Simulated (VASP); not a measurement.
Here is the system:

```
CELL_PARAMETERS angstrom
      0.00000     9.54072     9.54072
      9.54072     0.00000     9.54072
      9.54072     9.54072     0.00000
ATOMIC_POSITIONS crystal
  Mg 0.08333 0.08333 0.08333
  Mg 0.25000 0.25000 0.25000
  Mg 0.08333 0.08333 0.41667
  Mg 0.25314 0.25050 0.58057
  Mg 0.08333 0.08333 0.75000
  Mg 0.24974 0.24940 0.91507
  Mg 0.08333 0.41667 0.08333
  Mg 0.25000 0.58333 0.25000
  Mg 0.08333 0.41667 0.41667
  Mg 0.25669 0.58163 0.58136
  Mg 0.08100 0.41555 0.75338
  Mg 0.25000 0.58333 0.91667
  Mg 0.08333 0.75000 0.08333
  Mg 0.25000 0.91667 0.25000
  Mg 0.08333 0.75000 0.41667
  Mg 0.25000 0.91667 0.58333
  Mg 0.08333 0.75000 0.75000
  Mg 0.25000 0.91667 0.91667
  Mg 0.41667 0.08333 0.08333
  Mg 0.58333 0.25000 0.25000
  Mg 0.41667 0.08333 0.41667
  Mg 0.58301 0.24676 0.58270
  Mg 0.41581 0.08598 0.74902
  Mg 0.58333 0.25000 0.91667
  Mg 0.41667 0.41667 0.08333
  Mg 0.58333 0.58333 0.25000
  Mg 0.41538 0.42063 0.41502
  Mg 0.58333 0.58333 0.58333
  Mg 0.41611 0.41498 0.74854
  Mg 0.58333 0.58333 0.91667
  Mg 0.41667 0.75000 0.08333
  Mg 0.58333 0.91667 0.25000
  Mg 0.41667 0.75000 0.41667
  Mg 0.58333 0.91667 0.58333
  Mg 0.41667 0.75000 0.75000
  Mg 0.58333 0.91667 0.91667
  Mg 0.75000 0.08333 0.08333
  Mg 0.91667 0.25000 0.25000
  Mg 0.75000 0.08333 0.41667
  Mg 0.91667 0.25000 0.58333
  Mg 0.75000 0.08333 0.75000
  Mg 0.91667 0.25000 0.91667
  Mg 0.75000 0.41667 0.08333
  Mg 0.91667 0.58333 0.25000
  Mg 0.75000 0.41667 0.41667
  Mg 0.91667 0.58333 0.58333
  Mg 0.75000 0.41667 0.75000
  Mg 0.91667 0.58333 0.91667
  Mg 0.75000 0.75000 0.08333
  Mg 0.91667 0.91667 0.25000
  Mg 0.75000 0.75000 0.41667
  Mg 0.91667 0.91667 0.58333
  Mg 0.75000 0.75000 0.75000
  Mg 0.91667 0.91667 0.91667
  Si 0.00000 0.00000 0.00000
  Si 0.00000 0.00000 0.33333
  Si 0.00000 0.00000 0.66667
  Si 0.00000 0.33333 0.00000
  Si 0.00000 0.33333 0.33333
  Si 0.00000 0.33333 0.66667
  Si 0.00000 0.66667 0.00000
  Si 0.00000 0.66667 0.33333
  Si 0.00000 0.66667 0.66667
  Si 0.33333 0.00000 0.00000
  Si 0.33333 0.00000 0.33333
  Si 0.33333 0.00000 0.66667
  Si 0.33333 0.33333 0.00000
  Si 0.33333 0.33333 0.33333
  Si 0.33333 0.66667 0.00000
  Si 0.33333 0.66667 0.33333
  Si 0.33333 0.66667 0.66667
  Si 0.66667 0.00000 0.00000
  Si 0.66667 0.00000 0.33333
  Si 0.66667 0.00000 0.66667
  Si 0.66667 0.33333 0.00000
  Si 0.66667 0.33333 0.33333
  Si 0.66667 0.33333 0.66667
  Si 0.66667 0.66667 0.00000
  Si 0.66667 0.66667 0.33333
  Si 0.66667 0.66667 0.66667
```

Calculation: PBE GGA, VASP's PBE PAW potentials (set 64) (plane waves; VASP). Numerical set-up: PREC = Normal, LREAL = Auto, ISYM = 0, EDIFF = 1E-5, 400 eV cut-off, 1×1×1 Γ-centred mesh, Gaussian smearing of 0.050 eV, potentials Mg Si.

The supercell is sampled at Γ alone, which is coarse: total energies, pressure and levels can be off, energies of defects by several tenths of an eV.

Task: The ions are relaxed. Give the cell that the relaxation ends in.

Result: 
```
CELL_PARAMETERS angstrom
      0.00000     9.54072     9.54072
      9.54072     0.00000     9.54072
      9.54072     9.54072     0.00000
ATOMIC_POSITIONS crystal
  Mg 0.08177 0.08172 0.08481
  Mg 0.24821 0.24827 0.25164
  Mg 0.08313 0.08330 0.41687
  Mg 0.24660 0.24688 0.57976
  Mg 0.08212 0.08191 0.75142
  Mg 0.24610 0.24652 0.92737
  Mg 0.08181 0.41821 0.08464
  Mg 0.24830 0.58521 0.24829
  Mg 0.08190 0.41823 0.41514
  Mg 0.24652 0.59365 0.57972
  Mg 0.07250 0.42031 0.75358
  Mg 0.24878 0.58455 0.91787
  Mg 0.08301 0.75021 0.08325
  Mg 0.24815 0.91870 0.25165
  Mg 0.08210 0.75127 0.41526
  Mg 0.24822 0.91851 0.58154
  Mg 0.08229 0.75121 0.75140
  Mg 0.24847 0.91534 0.91801
  Mg 0.41822 0.08190 0.08452
  Mg 0.58482 0.24835 0.24849
  Mg 0.41828 0.08193 0.41506
  Mg 0.59398 0.24646 0.57932
  Mg 0.42020 0.07277 0.75352
  Mg 0.58472 0.24853 0.91800
  Mg 0.41848 0.41850 0.08130
  Mg 0.58501 0.58516 0.24833
  Mg 0.42065 0.42066 0.40478
  Mg 0.58484 0.58444 0.58201
  Mg 0.42017 0.41966 0.75328
  Mg 0.58333 0.58320 0.91668
  Mg 0.41855 0.74829 0.08130
  Mg 0.58374 0.91671 0.24967
  Mg 0.41835 0.75166 0.41510
  Mg 0.58475 0.91526 0.58183
  Mg 0.41853 0.74824 0.75175
  Mg 0.58474 0.91531 0.91810
  Mg 0.75009 0.08299 0.08340
  Mg 0.91841 0.24821 0.25186
  Mg 0.75164 0.08156 0.41508
  Mg 0.91847 0.24816 0.58155
  Mg 0.75137 0.08171 0.75141
  Mg 0.91521 0.24826 0.91824
  Mg 0.74822 0.41846 0.08143
  Mg 0.91663 0.58354 0.24989
  Mg 0.75132 0.41809 0.41520
  Mg 0.91547 0.58469 0.58168
  Mg 0.74838 0.41831 0.75164
  Mg 0.91533 0.58480 0.91832
  Mg 0.75020 0.75023 0.08329
  Mg 0.91670 0.91645 0.24983
  Mg 0.75012 0.75007 0.41646
  Mg 0.91858 0.91829 0.58160
  Mg 0.74855 0.74795 0.75174
  Mg 0.91667 0.91660 0.91686
  Si 0.99964 0.99952 0.00033
  Si 0.99995 0.99988 0.33338
  Si 0.00002 0.99994 0.66685
  Si 0.00028 0.33325 0.99955
  Si 0.99993 0.33328 0.33349
  Si 0.00073 0.33322 0.66669
  Si 0.99973 0.66719 0.00028
  Si 0.99952 0.66721 0.33291
  Si 0.00110 0.66568 0.66674
  Si 0.33320 0.00068 0.99927
  Si 0.33321 0.00030 0.33330
  Si 0.33334 0.00086 0.66645
  Si 0.33323 0.33318 0.99911
  Si 0.33330 0.33359 0.33354
  Si 0.33319 0.66681 0.99981
  Si 0.33348 0.66658 0.33351
  Si 0.33377 0.66569 0.66660
  Si 0.66715 0.99972 0.00031
  Si 0.66719 0.99956 0.33281
  Si 0.66612 0.00036 0.66660
  Si 0.66677 0.33318 0.99979
  Si 0.66614 0.33330 0.33360
  Si 0.66601 0.33288 0.66656
  Si 0.66690 0.66666 0.99974
  Si 0.66734 0.66706 0.33291
  Si 0.66692 0.66638 0.66678
```

Task: How much energy does the relaxation gain?

Result: The energy (σ→0) changes by -4.8 meV/atom, in 7 ionic steps.

The cell is a supercell with a defect, built from a database entry that may be metastable or hypothetical: vac_Si. The run is not spin-polarised, so no state with unpaired spins was tried.
